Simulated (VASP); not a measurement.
Wanted: the native input for a VASP 6.6.1 run.

```
Task                   : single point
Functional             : r2SCAN
Potentials or basis    : VASP PAW PBE potentials, release 64 (Ta_pv, F, Sr_sv, Li_sv)
Cutoff                 : 520 eV
k mesh                 : 5 × 5 × 2, shifted
Occupations            : fermi-dirac, width 0.1 eV
Spin                   : no spin polarisation
Dipole correction      : no
Further INCAR settings : ALGO = Normal; EDIFF = 1e-06; NBANDS = 56
```

The system is SrLi2Ta2F7.

```xyz
12
Lattice="0.0240 3.9541 -0.1636 4.1642 0.0240 0.0819 1.9055 2.3659 -9.7771" Properties=species:S:1:pos:R:3 pbc="T T T"
Ta    2.1888    1.9928   -2.3494
Ta    4.1729    4.3654   -7.5152
F     1.8975    2.3187   -4.3719
F     3.9638    4.0842   -5.5886
F     2.0270    4.1049   -8.0106
F     3.6969    2.3723   -7.9407
F     4.2959    2.2402   -1.8415
F     2.0668    4.1105   -2.1050
F     4.0246    4.5002   -9.7088
Sr    4.0322    0.1341    0.0089
Li    1.7849    4.1277   -4.8686
Li    3.8659    2.1316   -4.8906
```

The cell was built by a generator and needn't be a form met in nature.

The input as run:

POSCAR

```
SrLi2Ta2F7
1.0
    0.0239994000      3.9540788900     -0.1635921900
    4.1641845500      0.0239994000      0.0818628000
    1.9054909000      2.3659314700     -9.7770828200
Ta F Sr Li
2 7 1 2
Direct
    0.3592090000      0.4147670000      0.2377550000
    0.6433380000      0.6490950000      0.7633300000
    0.3192690000      0.2507060000      0.4439190000
    0.6901560000      0.6889930000      0.5658210000
    0.5521780000      0.1124740000      0.8110220000
    0.1093870000      0.5143810000      0.8146510000
    0.4479020000      0.9426880000      0.1887440000
    0.9154870000      0.3980220000      0.2033180000
    0.5437310000      0.5111520000      0.9881950000
    0.0240180000      0.9650680000      0.0067660000
    0.7512400000      0.2014180000      0.4870730000
    0.2344140000      0.6972530000      0.5021250000
```

INCAR.step1

```
  PREC = Accurate
  ENCUT = 520
  ISMEAR = -5
  SIGMA = 0.1
  LREAL = False
  LASPH = True
  NELM = 100
  LMAXMIX = 4
  NBANDS = 56
  GGA = PE
  ALGO = Normal
  EDIFF = 1E-4
  LWAVE = True
  LCHARG = False
```

INCAR.step2

```
  PREC = Accurate
  ENCUT = 520
  EDIFF = 1E-6
  ISMEAR = -1
  SIGMA = 0.1
  LREAL = False
  LASPH = True
  NELM = 100
  ALGO = Normal
  ISIF = 2
  LWAVE = False
  LCHARG = False
  LMAXMIX = 4
  METAGGA = R2SCAN
  LMIXTAU = True
  LORBIT = 11
  NBANDS = 56
  ISTART = 1
```

KPOINTS

```
Automatic mesh
0
Gamma
  5 5 2
  0.5 0.5 0.5
```

Potentials or basis: VASP PAW PBE potentials, release 64 (Ta_pv, F, Sr_sv, Li_sv).

The run is started by

```console
$ cat potpaw_PBE.64/Ta_pv/POTCAR potpaw_PBE.64/F/POTCAR potpaw_PBE.64/Sr_sv/POTCAR potpaw_PBE.64/Li_sv/POTCAR > POTCAR
$ cp INCAR.step1 INCAR
$ mpirun -np 1 vasp_std > vasp.out
$ cp INCAR.step2 INCAR
$ mpirun -np 1 vasp_std > vasp.out
```

Results of the run:

| Item | Value |
| --- | --- |
| Largest force | 3.578 eV/Å |
| Band gap on the k mesh | none (metal or under the smearing width) |
| Valence electrons inside the program's atomic spheres | Ta 8.92, 8.81; F 6.15, 6.16, 6.14, 6.18, 6.13; Sr 8.06; Li 2.02 |

Caveat: the PAW data sets were made with another functional, which shifts forces and pressure a little; an odd number of electrons without spin polarisation forces a metal; a magnetic or distorted state may lie lower.

Wall time 10 min on 1 thread of Intel(R) Xeon(R) 6975P-C (Granite Rapids), with other jobs on the host, peak memory 0.4 GiB.
